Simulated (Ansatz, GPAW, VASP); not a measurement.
# SrZn₅ (P1, 6 atoms in the cell) computed with different codes at matched settings

Self-consistent single point, at a second geometry (atoms moved at random). First geometry:

```yaml
crystal:
  lattice:
    - [5.48629, 0.00000, 0.00000]
    - [-2.74315, 4.75127, 0.00000]
    - [0.00000, 0.00000, 4.19856]
  atoms:
    - { symbol: Sr, position: [0.00000, 0.00000, 0.00000] }
    - { symbol: Zn, position: [0.66667, 0.33333, 0.00000] }
    - { symbol: Zn, position: [0.33333, 0.66667, 0.00000] }
    - { symbol: Zn, position: [0.50000, 0.00000, 0.50000] }
    - { symbol: Zn, position: [0.50000, 0.50000, 0.50000] }
    - { symbol: Zn, position: [0.00000, 0.50000, 0.50000] }
```

Second geometry:
```
CELL_PARAMETERS angstrom
      5.48629     0.00000     0.00000
     -2.74315     4.75127     0.00000
      0.00000     0.00000     4.19856
ATOMIC_POSITIONS crystal
  Sr 0.00142 0.00576 0.99037
  Zn 0.67080 0.32705 0.00279
  Zn 0.33146 0.66810 0.00062
  Zn 0.49972 0.00039 0.48792
  Zn 0.49332 0.49727 0.50816
  Zn 0.00328 0.50143 0.51014
```

Shared settings, as Ansatz (a program for electronic structure) writes them: kpoints.mp_grid.grid = 5 5 5; scf.occupations.method = fermi_dirac; scf.occupations.width = 0.1 eV. Potentials and cutoffs stand in the table.

```json
[
 {"code": "VASP", "model": "PBEsol, VASP's PBE PAW potentials (set 64)", "ΔF from the first geometry (meV/atom)": "4.2", "pressure (GPa)": "-1.01", "largest force (eV/Å)": "0.249", "cutoff": "300 eV"},
 {"code": "Ansatz", "model": "PBEsol, PAW files made with PBE", "ΔF from the first geometry (meV/atom)": "4.2", "pressure (GPa)": "-1.29", "largest force (eV/Å)": "0.248", "cutoff": "default"},
 {"code": "GPAW", "model": "PBEsol, GPAW PAW datasets PBEsol (made by gpaw-setup)", "ΔF from the first geometry (meV/atom)": "4.2", "pressure (GPa)": "-1.09", "largest force (eV/Å)": "0.251", "cutoff": "850 eV"}
]
```

Size of the force on each atom (eV/Å): Sizes of forces hide their directions.

| code | Sr1 | Zn2 | Zn3 | Zn4 | Zn5 | Zn6 |
|---|---|---|---|---|---|---|
| VASP | 0.249 | 0.229 | 0.071 | 0.211 | 0.204 | 0.223 |
| Ansatz | 0.248 | 0.227 | 0.069 | 0.207 | 0.203 | 0.219 |
| GPAW | 0.251 | 0.229 | 0.070 | 0.209 | 0.205 | 0.221 |

The spread over the programs that give each value: ΔF from the first geometry within 0.0 meV/atom; pressure within 0.28 GPa; largest force within 0.003 eV/Å.

Ansatz's pressure is given at a fixed set of plane waves, as the other plane-wave codes print theirs; with its correction for the finite basis it is -1.22 GPa.

VASP's run is marked for a possible Pulay error in its stress at this cutoff; no cutoff test was made.

The starting cell comes from a database of computed structures (which also holds hypothetical and non-ambient phases and stackings), without a prior relaxation at this level. For this run, on top of that: atoms moved at random.

Left out of this page: Quantum ESPRESSO and SIESTA (not drawn, or without a comparable value); CP2K (unsound by tests on forces, stress, charge or solver warnings).

Keys are those of Ansatz 0.2.
